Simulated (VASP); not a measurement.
Method: PBEsol GGA, VASP's PBE PAW potentials (set 64) (plane waves; VASP 6.6.1).

Input for VASP

INCAR:
```
SYSTEM = Hf
PREC = Accurate
ENCUT = 480
EDIFF = 1E-7
NELM = 100
ALGO = Normal
LREAL = .FALSE.
LASPH = .TRUE.
ISMEAR = 1
SIGMA = 0.1
GGA = PS
LMAXMIX = 6
LWAVE = .FALSE.
LCHARG = .FALSE.
ISIF = 2
```

**POSCAR**
```
Hf
1
    1.5785036758    -2.7340485295     0.0000000000
    1.5785036758     2.7340485295    -0.0000000000
    0.0000000000     0.0000000000     4.9915691221
Hf
2
Direct
  0.3570896758   0.6904236758   0.2500000000
  0.6666670000   0.3333330000   0.7500000000
```

File KPOINTS:
```
Automatic
0
G
12 12 8
```

POTCAR, in this order: Hf_pv (PBE.64 set). Program: vasp_std.

Output of the run:

**OSZICAR**
```
       N       E                     dE             d eps       ncg     rms          rms(c)
DAV:   1     0.444398990457E+02    0.44440E+02   -0.11338E+04 10424   0.129E+03
DAV:   2    -0.198681796149E+02   -0.64308E+02   -0.63074E+02 13036   0.260E+02
DAV:   3    -0.217345392696E+02   -0.18664E+01   -0.18257E+01 13848   0.299E+01
DAV:   4    -0.217506945155E+02   -0.16155E-01   -0.16146E-01 12028   0.346E+00
DAV:   5    -0.217509365843E+02   -0.24207E-03   -0.24205E-03 14098   0.339E-01    0.674E+01
DAV:   6    -0.212027254929E+02    0.54821E+00   -0.50160E-01 11002   0.536E+00    0.397E+01
DAV:   7    -0.210085662847E+02    0.19416E+00   -0.81701E-01 11098   0.657E+00    0.200E+00
DAV:   8    -0.209992000638E+02    0.93662E-02   -0.52854E-02 11434   0.178E+00    0.249E-01
DAV:   9    -0.209993005762E+02   -0.10051E-03   -0.11380E-03 14488   0.265E-01    0.210E-01
DAV:  10    -0.209992929264E+02    0.76498E-05   -0.40086E-05 11810   0.522E-02    0.228E-01
DAV:  11    -0.209992939893E+02   -0.10629E-05   -0.46185E-06 13978   0.171E-02    0.183E-02
DAV:  12    -0.209992941741E+02   -0.18480E-06   -0.51122E-07 11938   0.568E-03    0.829E-03
DAV:  13    -0.209992940911E+02    0.82993E-07   -0.22497E-08  8018   0.129E-03
   1 F= -.20999294E+02 E0= -.20999419E+02  d E =0.374488E-03
```

### OUTCAR
```
------------------------ aborting loop because EDIFF is reached ----------------------------------------
  FORCE on cell =-STRESS in cart. coord.  units (eV):
  Direction    XX          YY          ZZ          XY          YZ          ZX
  --------------------------------------------------------------------------------------
  Total       -0.0573029     -0.0572580      0.0654140      0.2011828      0.0000000      0.0000000
  in kB       -2.1309241     -2.1292552      2.4325539      7.4813946      0.0000000      0.0000000
  external PRESSURE =      -0.6092085 kB  Pullay stress =       0.0000000 kB
  volume of cell :       43.08
      direct lattice vectors                 reciprocal lattice vectors
     1.578503676 -2.734048529  0.000000000     0.316755677 -0.182878978  0.000000000
     1.578503676  2.734048529  0.000000000     0.316755677  0.182878978  0.000000000
     0.000000000  0.000000000  4.991569122     0.000000000  0.000000000  0.200337805
 POSITION                                       TOTAL-FORCE (eV/Angst)
 -----------------------------------------------------------------------------------
      1.65350      0.91135      1.24789        -0.147505     -0.004002      0.000000
      1.57850     -0.91135      3.74368         0.147505      0.004002     -0.000000
 -----------------------------------------------------------------------------------
    total drift:                               -0.000010      0.000000     -0.000000
  FREE ENERGIE OF THE ION-ELECTRON SYSTEM (eV)
  ---------------------------------------------------
  free  energy   TOTEN  =       -20.9992940911 eV

  energy  without entropy=      -20.9996685794  energy(sigma->0) =      -20.99941892
```
(Selected blocks of OUTCAR.)

The compound is Hf in the hcp structure. This cell was strained or had an atom moved on purpose.
